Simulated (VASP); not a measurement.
Input:

```xyz
2
Lattice="0.0000 1.8130 1.8130 1.8130 0.0000 1.8130 1.8130 1.8130 0.0000" Properties=species:S:1:pos:R:3 pbc="T T T"
B      0.0286    -0.0696     0.0055
N      2.6909     2.7891     2.7140
```

Method: HSE06 screened hybrid, VASP's PBE PAW potentials (set 64) (plane waves; VASP). Numerical set-up: 400 eV cut-off, 9×9×9 Γ-centred mesh, Gaussian smearing of 0.010 eV, potentials B N.

At this cut-off the stress carries a Pulay error, which pulls relaxed volumes low.

Q: Give the stress tensor in GPa (positive for a compressed cell).

A: 
```
 -8.28   -5.25    3.09
 -5.25  -10.42   -2.23
  3.09   -2.23   -7.73
```
The pressure is its mean diagonal, -8.81 GPa.

The structure comes from a computed database's BN entry; how it stands against other phases isn't given here. The cell was not relaxed at this level, atoms are displaced from their ideal sites.
